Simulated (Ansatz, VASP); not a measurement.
# Si37O48 (amorphous SiO1.30): VASP beside Ansatz, part 2 of 3

Aim: how closely do two programs agree when they are given the same cell, functional and k mesh? Of the first pair: The structure shown is the start of the Ansatz relaxation below; VASP solves that cell, so the two are compared at the walk's first step.

VASP 6.6.1 and Ansatz 0.2.0.

So far: Starting point; Ansatz: relaxation, PBE.

### 3. VASP: single point, PBE, start cell, pair 1

Level of this step: PBE; plane waves and PAW (Si, O) (VASP).

The same cell, functional, mesh and smearing now go to VASP, with its own data sets.

Lines of VASP's logs that name or quote its potential files are left out, and so is its time.

Contents of INCAR:

```
SYSTEM = Si37O48
PREC = Accurate
ENCUT = 520
EDIFF = 1E-06
NELM = 120
ISMEAR = -1
SIGMA = 0.025
LREAL = Auto
ALGO = Normal
GGA = PE
NBANDS = 280
LORBIT = 11
LWAVE = .FALSE.
LCHARG = .FALSE.
ISIF = 2
LASPH = .TRUE.
GGA_COMPAT = .FALSE.
EFERMI = MIDGAP
NCORE = 2
```

Contents of POSCAR:

```
Si37O48
1.0
   11.0567100000      0.0000000000      0.0000000000
    0.0000000000     11.0567100000      0.0000000000
    0.0000000000      0.0000000000     11.0567100000
Si O
37 48
Direct
    0.2118984761      0.8508317574      0.1476931203
    0.3975594910      0.8666321175      0.4978243980
    0.0439642534      0.9891007361      0.6221109173
    0.0982480322      0.1844129040      0.1784798552
    0.9551123255      0.4694615306      0.2831493274
    0.1583020627      0.4522412182      0.3534324406
    0.7693608677      0.2914067566      0.8373286448
    0.5357380270      0.6704887801      0.9030986614
    0.7129064613      0.1862036718      0.4976616010
    0.2143132993      0.6650622111      0.7769490201
    0.8993362402      0.4663141206      0.0013837751
    0.0928757289      0.2677107385      0.5763830289
    0.6256834085      0.0321705100      0.1108286280
    0.6415018572      0.0336175951      0.8404670105
    0.7597377520      0.5487708369      0.4834711230
    0.3968269042      0.0192010101      0.2528057623
    0.7872233241      0.9794323990      0.3220035616
    0.7103378853      0.8209132735      0.7893035089
    0.3355880728      0.6821739921      0.1061256016
    0.4647404155      0.2486815698      0.1385312629
    0.7302714822      0.6934160342      0.9885761678
    0.4154762131      0.4762628304      0.2705958644
    0.1604093804      0.8790499163      0.8005455511
    0.8648142169      0.3608668401      0.6606124245
    0.3809813227      0.0460173053      0.7339434606
    0.0685194782      0.8921369919      0.9944187738
    0.1804605529      0.5154064817      0.9369694964
    0.0480703573      0.8761376576      0.3857386148
    0.6534041320      0.8127462871      0.5041373067
    0.5259611584      0.4221780258      0.7652999853
    0.3062484229      0.2378917418      0.7253513930
    0.1639276060      0.6870126828      0.5181921204
    0.2462305695      0.3129140585      0.9668970245
    0.9803368271      0.0822667864      0.0303978308
    0.0350285031      0.2811686297      0.3706617972
    0.6145318092      0.9563785249      0.6426776139
    0.5898861415      0.4342792748      0.4808211484
    0.4004988826      0.1677081157      0.2478223631
    0.4289974142      0.7164427755      0.9955312204
    0.2364989224      0.2884130994      0.6033078556
    0.1949675808      0.5701515189      0.4345596475
    0.2902038672      0.9541898087      0.8086130504
    0.8962973615      0.4614392527      0.1492216039
    0.2345634461      0.5838264728      0.0579467129
    0.9229779925      0.9226795313      0.3252956802
    0.0533974392      0.1357998898      0.6373957533
    0.7349564201      0.6913358495      0.5149542676
    0.6393221854      0.0937439799      0.5836274986
    0.1390467870      0.8411181988      0.2763842047
    0.6941305325      0.8830655774      0.3781866396
    0.8060625629      0.5698440133      0.9494506051
    0.3763868275      0.2627906493      0.0220499588
    0.2763480276      0.4206495422      0.2717444882
    0.5218188774      0.9667613603      0.1940993297
    0.4972726969      0.3832423931      0.1882567237
    0.6378931888      0.9716633610      0.9784737051
    0.6205824337      0.2905927713      0.4472125976
    0.7430510523      0.1446090202      0.8452695241
    0.0330568496      0.5019305019      0.9535295762
    0.5015687307      0.0791465092      0.8147541176
    0.3770561044      0.9658478878      0.3890940433
    0.4413880802      0.9518111626      0.6194428542
    0.4065495070      0.3385093758      0.7668917788
    0.1485704156      0.2826518919      0.0777717784
    0.1341719191      0.6356773398      0.6534131763
    0.0407264005      0.7522038653      0.4682043754
    0.8508227131      0.3348283531      0.9544792257
    0.6371515577      0.3588861424      0.8387485970
    0.4690183608      0.4764798932      0.4067394370
    0.7800240759      0.1111813550      0.3882167480
    0.5582401998      0.7690624064      0.7921343691
    0.5898409201      0.1767704860      0.1016125050
    0.4135497811      0.6115562405      0.2128571700
    0.2136982882      0.2345091804      0.8450615056
    0.2892903947      0.9792786462      0.1607982845
    0.0130237657      0.3666642247      0.6532684677
    0.5091207059      0.7751763409      0.4753764908
    0.0998307815      0.9794143104      0.4787319194
    0.5594521336      0.4498716164      0.6254934786
    0.7533524891      0.0057521632      0.1802796673
    0.2762575848      0.7869881728      0.5260516012
    0.8254082815      0.2514129429      0.5661087249
    0.4929676188      0.5429824966      0.8430536751
    0.8180733690      0.4903266885      0.6082822105
    0.8640906744      0.5386864628      0.3749940082
```

Contents of KPOINTS:

```
Automatic mesh
0
Gamma
1 1 1
0 0 0
```

PAW data sets: Si and O (PBE family, release 64).

Launch:

```bash
mpirun -np 8 vasp_gam
```

Numbers of over 12 decimals in the logs are rounded to 6 here.

What it wrote:

```text
[banner, memory and clock lines left out]
running    8 mpi-ranks, on    1 nodes
[...]
LDA part: xc-table for (Slater+PW92), standard interpolation
 POSCAR, INCAR and KPOINTS ok, starting setup
[...]
entering main loop
       N       E                     dE             d eps       ncg     rms          rms(c)
DAV:   1     0.385449494734E+04    0.38545E+04   -0.24343E+05   568   0.148E+03
DAV:   2    -0.283123389191E+03   -0.41376E+04   -0.39645E+04   688   0.349E+02
DAV:   3    -0.678601821179E+03   -0.39548E+03   -0.39162E+03   656   0.114E+02
DAV:   4    -0.688085557519E+03   -0.94837E+01   -0.94313E+01   656   0.190E+01
[...]
DAV:  19    -0.610838894974E+03    0.17390E-05   -0.40281E-05   688   0.186E-02    0.738E-03
DAV:  20    -0.610838894625E+03    0.34855E-06   -0.19930E-05   664   0.897E-03    0.839E-03
DAV:  21    -0.610838894016E+03    0.60983E-06   -0.29032E-06   400   0.284E-03
   1 F= -.61083889E+03 E0= -.61082550E+03  d E =-.267836E-01
```

From OUTCAR (step 3):

```text
  Total       15.5850518      7.8755703      7.3957412      1.1836469      9.5559794     -1.1291321
  in kB       18.4731551      9.3350110      8.7662637      1.4029914     11.3268208     -1.3383742
  external PRESSURE =      12.1914766 kB  Pullay stress =       0.0000000 kB

 POSITION                                       TOTAL-FORCE (eV/Angst)
 -----------------------------------------------------------------------------------
      2.34290      9.40740      1.63300        -0.343869      0.622990     -0.760887
      4.39570      9.58210      5.50430        -0.995097     -0.360975     -0.654007
      0.48610     10.93620      6.87850        -1.063386     -0.549963      0.243797
      1.08630      2.03900      1.97340        -0.724410     -0.594920      0.049409
     10.56040      5.19070      3.13070         1.361444      0.059024      0.146352
[...]
3.71050      7.54260      1.17340         0.017420     -0.121639     -0.215843
      5.13850      2.74960      1.53170         0.110236     -0.129093      0.200277
      8.07440      7.66690     10.93040         0.133046      0.999843      0.431167
      4.59380      5.26590      2.99190        -0.688927     -0.288597     -0.509030
      1.77360      9.71940      8.85140        -0.709429     -0.411599      0.001966
      9.56200      3.99000      7.30420        -0.010831     -0.479584     -0.143014
      4.21240      0.50880      8.11500        -0.458178     -1.666630      1.157017
      0.75760      9.86410     10.99500        -0.464886      0.501600      0.008610
[...]
-----------------------------------------------------------------------------------
    total drift:                               -0.001099     -0.027045      0.033729

  FREE ENERGIE OF THE ION-ELECTRON SYSTEM (eV)
  ---------------------------------------------------
  free  energy   TOTEN  =      -610.8388940157 eV

  energy  without entropy=     -610.8121104542  energy(sigma->0) =     -610.82550223

[... 3 further parts left out ...]
[key lines of the parts left out:]
E-fermi :   4.1036
```

The run ends at a pressure of 1.22 GPa, with forces up to 2.2 eV/Å.

### 4. Side by side

Known differences besides the potentials themselves: the cutoff is 420 eV in Ansatz and 520 eV in VASP (PREC = Accurate, projectors in real space). Total energies have different zeros and are not compared.

Forces on 10 of the 85 atoms, those with the largest forces and the largest differences (eV/Å; atoms numbered as in POSCAR):

```tsv
atom	Ansatz x, y, z	VASP x, y, z
Si1	-0.330, 0.670, -0.706	-0.344, 0.623, -0.761
Si6	-1.317, 0.321, -1.048	-1.374, 0.286, -1.044
Si12	-1.361, -1.286, -0.575	-1.366, -1.284, -0.634
Si14	0.352, 0.862, 1.523	0.375, 0.818, 1.486
Si18	0.493, -1.941, -0.039	0.516, -1.917, -0.044
Si19	0.039, -0.185, -0.247	0.017, -0.122, -0.216
Si24	0.003, -0.483, -0.214	-0.011, -0.480, -0.143
Si25	-0.443, -1.719, 1.173	-0.458, -1.667, 1.157
O42	1.554, 1.471, -0.597	1.540, 1.461, -0.595
O85	-1.408, 0.421, 0.839	-1.424, 0.418, 0.854
```

The forces differ by 20 meV/Å r.m.s., which is 3.6 % of the r.m.s. force of 0.544 eV/Å (both taken over all components).

### 5. Ansatz: relaxation, PBE

This run makes the geometry at which the two programs are then compared. The cell compared in this pair holds 1329.72 Å³, against 1351.69 Å³ for the pair before.

The structure compared here is the end of the Ansatz relaxation.

Contents of input.yaml:

```yaml
crystal:
  lattice:
    - [11.05671, 0.0, 0.0]
    - [0.0, 11.05671, 0.0]
    - [0.0, 0.0, 11.05671]
  atoms:
    - { symbol: Si, position: [0.2119, 0.85083, 0.14769] }
    - { symbol: Si, position: [0.39756, 0.86663, 0.49782] }
    - { symbol: Si, position: [0.04396, 0.9891, 0.62211] }
    - { symbol: Si, position: [0.09825, 0.18441, 0.17848] }
    - { symbol: Si, position: [0.95511, 0.46946, 0.28315] }
    - { symbol: Si, position: [0.1583, 0.45224, 0.35343] }
    - { symbol: Si, position: [0.76936, 0.29141, 0.83733] }
    - { symbol: Si, position: [0.53574, 0.67049, 0.9031] }
    - { symbol: Si, position: [0.71291, 0.1862, 0.49766] }
    - { symbol: Si, position: [0.21431, 0.66506, 0.77695] }
    - { symbol: Si, position: [0.89934, 0.46631, 0.00138] }
    - { symbol: Si, position: [0.09288, 0.26771, 0.57638] }
    - { symbol: Si, position: [0.62568, 0.03217, 0.11083] }
    - { symbol: Si, position: [0.6415, 0.03362, 0.84047] }
    - { symbol: Si, position: [0.75974, 0.54877, 0.48347] }
    - { symbol: Si, position: [0.39683, 0.0192, 0.25281] }
    - { symbol: Si, position: [0.78722, 0.97943, 0.322] }
    - { symbol: Si, position: [0.71034, 0.82091, 0.7893] }
    - { symbol: Si, position: [0.33559, 0.68217, 0.10613] }
    - { symbol: Si, position: [0.46474, 0.24868, 0.13853] }
    - { symbol: Si, position: [0.73027, 0.69342, 0.98858] }
    - { symbol: Si, position: [0.41548, 0.47626, 0.2706] }
    - { symbol: Si, position: [0.16041, 0.87905, 0.80055] }
    - { symbol: Si, position: [0.86481, 0.36087, 0.66061] }
    - { symbol: Si, position: [0.38098, 0.04602, 0.73394] }
    - { symbol: Si, position: [0.06852, 0.89214, 0.99442] }
    - { symbol: Si, position: [0.18046, 0.51541, 0.93697] }
    - { symbol: Si, position: [0.04807, 0.87614, 0.38574] }
    - { symbol: Si, position: [0.6534, 0.81275, 0.50414] }
    - { symbol: Si, position: [0.52596, 0.42218, 0.7653] }
    - { symbol: Si, position: [0.30625, 0.23789, 0.72535] }
    - { symbol: Si, position: [0.16393, 0.68701, 0.51819] }
    - { symbol: Si, position: [0.24623, 0.31291, 0.9669] }
    - { symbol: Si, position: [0.98034, 0.08227, 0.0304] }
    - { symbol: Si, position: [0.03503, 0.28117, 0.37066] }
    - { symbol: Si, position: [0.61453, 0.95638, 0.64268] }
    - { symbol: Si, position: [0.58989, 0.43428, 0.48082] }
    - { symbol: O, position: [0.4005, 0.16771, 0.24782] }
    - { symbol: O, position: [0.429, 0.71644, 0.99553] }
    - { symbol: O, position: [0.2365, 0.28841, 0.60331] }
    - { symbol: O, position: [0.19497, 0.57015, 0.43456] }
    - { symbol: O, position: [0.2902, 0.95419, 0.80861] }
    - { symbol: O, position: [0.8963, 0.46144, 0.14922] }
    - { symbol: O, position: [0.23456, 0.58383, 0.05795] }
    - { symbol: O, position: [0.92298, 0.92268, 0.3253] }
    - { symbol: O, position: [0.0534, 0.1358, 0.6374] }
    - { symbol: O, position: [0.73496, 0.69134, 0.51495] }
    - { symbol: O, position: [0.63932, 0.09374, 0.58363] }
    - { symbol: O, position: [0.13905, 0.84112, 0.27638] }
    - { symbol: O, position: [0.69413, 0.88307, 0.37819] }
    - { symbol: O, position: [0.80606, 0.56984, 0.94945] }
    - { symbol: O, position: [0.37639, 0.26279, 0.02205] }
    - { symbol: O, position: [0.27635, 0.42065, 0.27174] }
    - { symbol: O, position: [0.52182, 0.96676, 0.1941] }
    - { symbol: O, position: [0.49727, 0.38324, 0.18826] }
    - { symbol: O, position: [0.63789, 0.97166, 0.97847] }
    - { symbol: O, position: [0.62058, 0.29059, 0.44721] }
    - { symbol: O, position: [0.74305, 0.14461, 0.84527] }
    - { symbol: O, position: [0.03306, 0.50193, 0.95353] }
    - { symbol: O, position: [0.50157, 0.07915, 0.81475] }
    - { symbol: O, position: [0.37706, 0.96585, 0.38909] }
    - { symbol: O, position: [0.44139, 0.95181, 0.61944] }
    - { symbol: O, position: [0.40655, 0.33851, 0.76689] }
    - { symbol: O, position: [0.14857, 0.28265, 0.07777] }
    - { symbol: O, position: [0.13417, 0.63568, 0.65341] }
    - { symbol: O, position: [0.04073, 0.7522, 0.4682] }
    - { symbol: O, position: [0.85082, 0.33483, 0.95448] }
    - { symbol: O, position: [0.63715, 0.35889, 0.83875] }
    - { symbol: O, position: [0.46902, 0.47648, 0.40674] }
    - { symbol: O, position: [0.78002, 0.11118, 0.38822] }
    - { symbol: O, position: [0.55824, 0.76906, 0.79213] }
    - { symbol: O, position: [0.58984, 0.17677, 0.10161] }
    - { symbol: O, position: [0.41355, 0.61156, 0.21286] }
    - { symbol: O, position: [0.2137, 0.23451, 0.84506] }
    - { symbol: O, position: [0.28929, 0.97928, 0.1608] }
    - { symbol: O, position: [0.01302, 0.36666, 0.65327] }
    - { symbol: O, position: [0.50912, 0.77518, 0.47538] }
    - { symbol: O, position: [0.09983, 0.97941, 0.47873] }
    - { symbol: O, position: [0.55945, 0.44987, 0.62549] }
    - { symbol: O, position: [0.75335, 0.00575, 0.18028] }
    - { symbol: O, position: [0.27626, 0.78699, 0.52605] }
    - { symbol: O, position: [0.82541, 0.25141, 0.56611] }
    - { symbol: O, position: [0.49297, 0.54298, 0.84305] }
    - { symbol: O, position: [0.81807, 0.49033, 0.60828] }
    - { symbol: O, position: [0.86409, 0.53869, 0.37499] }
kpoints:
  mp_grid: { grid: [1, 1, 1] }
hamiltonian:
  xc: pbe
scf:
  occupations: { method: fermi_dirac, width: 0.025 }
output:
  forces: true
relax:
  f_tol: 0.04
  max_steps: 250
  cell: {}
```

Launch:

```bash
ansatz run input.yaml --threads 4 --pin off --max-ram 8192MiB --backend cpu --events-out ev --progress --plain --runs-dir out
```

What it wrote:

```text
[...]
Crystal: 85 atoms, lattice volume = 1351.692 Å³
Basis set: ecut = 420 eV, 26529 PW (Γ), exchange–correlation on 150×150×150 points (8 copies of the dense FFT grid, shifted against one another)
Bands: 303, of which v1, the nominal top of the filled ones, is band 218 counted from 1 (217 counted from 0)
Symmetry: 1 space group operations
[...]
k-points: 1
[...]
- { symbol: O, position: [0.218914, 0.250730, 0.621968] }
    - { symbol: O, position: [0.216866, 0.541420, 0.446362] }
    - { symbol: O, position: [0.270667, 0.948850, 0.810456] }
    - { symbol: O, position: [0.916535, 0.396738, 0.162921] }
    - { symbol: O, position: [0.211767, 0.601927, 0.068918] }
    - { symbol: O, position: [0.915585, 0.907458, 0.334031] }
[...]
- { symbol: O, position: [0.826919, 0.283604, 0.545788] }
    - { symbol: O, position: [0.448942, 0.566125, 0.808906] }
    - { symbol: O, position: [0.837095, 0.517094, 0.606400] }
    - { symbol: O, position: [0.866407, 0.524484, 0.362561] }
[key lines of the parts left out:]
P = ⅓ Tr σ = 0.0152 GPa (0.152 kbar)
```

(Continued in part 3 of 3.)

[Lines on the potential files, build, host, timing and source positions are cut from VASP's logs without a mark.]

[Logs are printed without paths, hosts, clocks, repeated set-up lines and the standing remarks that a program may print on its own settings, such as how far it seeks lower states.]

[Hosts, paths, dates, database ids (printed as entryN), source tags and the programs' standing remarks are cut or masked in the printed files.]
